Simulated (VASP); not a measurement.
Take PtSb2 (pyrite), from the solid elements, with no thermal terms, in VASP with PAW potentials, and its formation energy.

Task: One run gives -0.476 eV/atom. Which level is it?
(A) r2SCAN
(B) PBE
(C) PBEsol

Result: B, PBE.  The others give -0.542 (r2SCAN), -0.505 (PBEsol).

Only levels that ran to the end are used. Left out are those held back, those with too coarse a band path, GW runs whose mesh misses a band edge, hybrids' fits of cells that aren't cubic and levels without matching references; a question may draw on a part of the rest.
